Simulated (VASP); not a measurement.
These are r2SCAN meta-GGA, VASP's PBE PAW potentials (set 64) (plane waves; VASP 6.6.1) values and carry that method's errors.

The input files of a VASP run:

INCAR:
```
EDIFF = 1E-6   ! SCF stop (eV)
LMAXMIX = 4   ! l cut-off of mixed one-centre charges
LREAL = .FALSE.   ! projection in real space or not
LASPH = .TRUE.   ! aspherical one-centre terms
ISMEAR = 1
ALGO = Normal   ! blocked Davidson
LWAVE = .FALSE.
NSW = 60   ! most ionic steps
IBRION = 2   ! conjugate gradients
LMIXTAU = .TRUE.
LCHARG = .FALSE.
PREC = Accurate
METAGGA = R2SCAN
NELM = 100   ! most electronic steps
SIGMA = 0.1   ! width (eV)
EDIFFG = -0.01
SYSTEM = Cu
ISIF = 3   ! ions, shape and volume
ENCUT = 480   ! plane-wave cut-off (eV)
```

File KPOINTS:
```
Automatic mesh
0
Gamma
16 16 16
0 0 0
```

File POSCAR:
```
Cu
1.0
  0.0000000000   1.8050000000   1.8050000000
  1.8050000000   0.0000000000   1.8050000000
  1.8050000000   1.8050000000   0.0000000000
Cu
1
Cartesian
  0.0000000000   0.0000000000   0.0000000000
```

POTCAR, in this order: Cu (PBE.64 set). Program: vasp_std.

What VASP printed:

File OSZICAR:
```
       N       E                     dE             d eps       ncg     rms          rms(c)
DAV:   1     0.270192689154E+02    0.27019E+02   -0.55054E+03  2698   0.197E+03
DAV:   2    -0.129163301695E+02   -0.39936E+02   -0.37862E+02  2644   0.198E+02
DAV:   3    -0.133745001793E+02   -0.45817E+00   -0.45722E+00  3102   0.314E+01
DAV:   4    -0.133779820895E+02   -0.34819E-02   -0.34816E-02  3176   0.244E+00
DAV:   5    -0.133780302713E+02   -0.48182E-04   -0.48181E-04  3108   0.235E-01    0.781E+00
DAV:   6    -0.114572479543E+02    0.19208E+01   -0.28400E+01  2763   0.128E+02    0.581E+00
DAV:   7    -0.108328269923E+02    0.62442E+00   -0.57565E+00  2801   0.548E+01    0.469E-01
DAV:   8    -0.108325410160E+02    0.28598E-03   -0.16003E-01  2981   0.920E+00    0.986E-01
DAV:   9    -0.108224330632E+02    0.10108E-01   -0.15299E-01  3378   0.901E+00    0.467E-02
DAV:  10    -0.108236630338E+02   -0.12300E-02   -0.21078E-03  3054   0.616E-01    0.113E-01
DAV:  11    -0.108236164451E+02    0.46589E-04   -0.48382E-04  3664   0.428E-01    0.459E-02
DAV:  12    -0.108236251438E+02   -0.86987E-05   -0.56388E-04  2912   0.490E-01    0.273E-02
DAV:  13    -0.108236272972E+02   -0.21533E-05   -0.10050E-04  2833   0.203E-01    0.107E-03
DAV:  14    -0.108236294777E+02   -0.21805E-05   -0.10991E-06  2242   0.161E-02    0.199E-03
DAV:  15    -0.108236293682E+02    0.10956E-06   -0.11438E-06  1445   0.263E-02
   1 F= -.10823629E+02 E0= -.10823575E+02  d E =-.108236E+02
       N       E                     dE             d eps       ncg     rms          rms(c)
DAV:   1    -0.112513145253E+02   -0.42769E+00   -0.80946E+00  2750   0.709E+01    0.548E+00
DAV:   2    -0.109645783686E+02    0.28674E+00   -0.72478E+00  2750   0.612E+01    0.230E+00
DAV:   3    -0.108322354835E+02    0.13234E+00   -0.12910E+00  2806   0.252E+01    0.820E-01
DAV:   4    -0.108187171868E+02    0.13518E-01   -0.80788E-02  3016   0.399E+00    0.267E-01
DAV:   5    -0.108249755819E+02   -0.62584E-02   -0.23438E-02  2766   0.265E+00    0.552E-02
DAV:   6    -0.108250802425E+02   -0.10466E-03   -0.12217E-03  2858   0.728E-01    0.209E-02
DAV:   7    -0.108250682925E+02    0.11950E-04   -0.33093E-05  2772   0.125E-01    0.358E-03
DAV:   8    -0.108250725082E+02   -0.42157E-05   -0.10429E-05  2733   0.455E-02    0.297E-03
DAV:   9    -0.108250732647E+02   -0.75651E-06   -0.87380E-07  2206   0.191E-02
   2 F= -.10825073E+02 E0= -.10825086E+02  d E =-.144390E-02
       N       E                     dE             d eps       ncg     rms          rms(c)
DAV:   1    -0.109095180201E+02   -0.84446E-01   -0.16663E+00  2744   0.342E+01    0.233E+00
DAV:   2    -0.108479827937E+02    0.61535E-01   -0.12122E+00  2758   0.247E+01    0.889E-01
DAV:   3    -0.108289908135E+02    0.18992E-01   -0.22401E-01  2804   0.105E+01    0.398E-01
DAV:   4    -0.108264824970E+02    0.25083E-02   -0.20350E-02  3164   0.226E+00    0.138E-01
DAV:   5    -0.108270114352E+02   -0.52894E-03   -0.37546E-03  2834   0.118E+00    0.724E-03
DAV:   6    -0.108270232083E+02   -0.11773E-04   -0.33822E-05  2899   0.951E-02    0.105E-02
DAV:   7    -0.108270263784E+02   -0.31702E-05   -0.50719E-06  2754   0.448E-02    0.301E-03
DAV:   8    -0.108270267441E+02   -0.36564E-06   -0.28338E-06  2434   0.265E-02
   3 F= -.10827027E+02 E0= -.10827012E+02  d E =-.339738E-02
       N       E                     dE             d eps       ncg     rms          rms(c)
DAV:   1    -0.108273212364E+02   -0.29486E-03   -0.57184E-03  2736   0.196E+00    0.139E-01
DAV:   2    -0.108270920489E+02    0.22919E-03   -0.44588E-03  2757   0.149E+00    0.550E-02
DAV:   3    -0.108270332118E+02    0.58837E-04   -0.81768E-04  2665   0.632E-01    0.231E-02
DAV:   4    -0.108270277496E+02    0.54622E-05   -0.67414E-05  3108   0.126E-01    0.792E-03
DAV:   5    -0.108270312807E+02   -0.35312E-05   -0.13420E-05  2618   0.684E-02    0.372E-04
DAV:   6    -0.108270310978E+02    0.18295E-06   -0.15737E-07  1337   0.764E-03
   4 F= -.10827031E+02 E0= -.10827018E+02  d E =-.340173E-02
```

File OUTCAR:
```
------------------------ aborting loop because EDIFF is reached ----------------------------------------
  FORCE on cell =-STRESS in cart. coord.  units (eV):
  Direction    XX          YY          ZZ          XY          YZ          ZX
  --------------------------------------------------------------------------------------
  Total        0.0009652      0.0009652      0.0009652      0.0000000     -0.0000000      0.0000000
  in kB        0.1347249      0.1347249      0.1347249      0.0000000     -0.0000000      0.0000000
  external PRESSURE =       0.1347249 kB  Pullay stress =       0.0000000 kB
  volume of cell :       11.48
      direct lattice vectors                 reciprocal lattice vectors
    -0.000000000  1.790420002  1.790420002    -0.279264083  0.279264083  0.279264083
     1.790420002 -0.000000000  1.790420002     0.279264083 -0.279264083  0.279264083
     1.790420002  1.790420002 -0.000000000     0.279264083  0.279264083 -0.279264083
 POSITION                                       TOTAL-FORCE (eV/Angst)
 -----------------------------------------------------------------------------------
      1.79042      1.79042     -0.00000         0.000000      0.000000     -0.000000
 -----------------------------------------------------------------------------------
    total drift:                                0.000000      0.000000      0.000000
  FREE ENERGIE OF THE ION-ELECTRON SYSTEM (eV)
  ---------------------------------------------------
  free  energy   TOTEN  =       -10.8270310978 eV

  energy  without entropy=      -10.8269919657  energy(sigma->0) =      -10.82701805

 reached required accuracy - stopping structural energy minimisation
```
(Selected blocks of OUTCAR.)

CONTCAR:
```
Cu
   1.00000000000000
    -0.0000000000000000    1.7904200023180690    1.7904200023180690
     1.7904200023180690   -0.0000000000000000    1.7904200023180690
     1.7904200023180690    1.7904200023180690   -0.0000000000000000
  Cu
     1
Direct
     0.0000000000000000    0.0000000000000000    1.0000000000000000
```

Energy and stress use the plane-wave basis of the starting cell.

The compound is Cu in the fcc structure. This run relaxes it. Symmetry was kept, so distortions that lower it aren't found.
